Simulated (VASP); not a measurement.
CaRh₂P₂ (space group I4/mmm): computed properties

All values below come from PBEsol GGA, VASP's PBE PAW potentials (set 64) (plane waves; VASP 6.6.1).

For CaRh2P2, the space group is I4/mmm (139), the cell is a = 3.9761 Å, b = 3.9761 Å, c = 9.6474 Å, α = 90.00°, β = 90.00°, γ = 90.00° and the volume per atom is 15.25 Å^3/atom. The band gap (over mesh and band path) is none (metal, semimetal or under 0.01 eV), the band gap with spin-orbit coupling is none (metallic) and the density comes out as 6.70 g/cm³.

```
CELL_PARAMETERS angstrom
     -1.98807     1.98807     4.82369
      1.98807    -1.98807     4.82369
      1.98807     1.98807    -4.82369
ATOMIC_POSITIONS crystal
  Ca 0.00000 0.00000 0.00000
  P  0.61562 0.61562 0.00000
  P  0.38438 0.38438 0.00000
  Rh 0.75000 0.25000 0.50000
  Rh 0.25000 0.75000 0.50000
```

The structure comes from a computed database's CaRh2P2 entry (I4/mmm); how it stands against other phases isn't given here. It was relaxed first. Symmetry was kept, so distortions that lower it aren't found.
